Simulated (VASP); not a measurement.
```
CELL_PARAMETERS angstrom
      0.00000     3.25166     3.25166
      3.25166     0.00000     3.25166
      3.25166     3.25166     0.00000
ATOMIC_POSITIONS crystal
  Te 0.50000 0.50000 0.50000
  Pb 0.00000 0.00000 0.00000
```

All values below come from optB86b-vdW, VASP's PBE PAW potentials (set 64) (plane waves; VASP 6.6.1). Settings: 520 eV cut-off, Gaussian smearing of 0.050 eV, potentials Te Pb_d.

Unless said otherwise, spin-orbit coupling is left out, though it shifts the bands of the heavy elements here.

Task: Give the energies of bands 7 to 13 at the high-symmetry points, in eV from the valence-band maximum.

Result: 
```json
[
 {"band": "7", "Γ": "-5.70", "X": "-7.31", "U": "-7.94", "L": "-8.52", "W": "-7.96"},
 {"band": "8", "Γ": "-1.25", "X": "-4.32", "U": "-3.95", "L": "-0.80", "W": "-3.62"},
 {"band": "9", "Γ": "-1.25", "X": "-2.67", "U": "-2.17", "L": "-0.80", "W": "-3.62"},
 {"band": "10", "Γ": "-1.25", "X": "-2.67", "U": "-1.99", "L": "0.00", "W": "-0.31"},
 {"band": "11", "Γ": "4.02", "X": "3.43", "U": "3.56", "L": "0.77", "W": "1.68"},
 {"band": "12", "Γ": "4.02", "X": "5.37", "U": "3.75", "L": "1.31", "W": "5.24"},
 {"band": "13", "Γ": "4.02", "X": "5.37", "U": "5.19", "L": "1.31", "W": "5.24"}
]
```

The gap is direct, 0.77 eV, from the valence maximum at L to the conduction minimum at L.

The compound is PbTe in the rock salt structure. It was relaxed first.
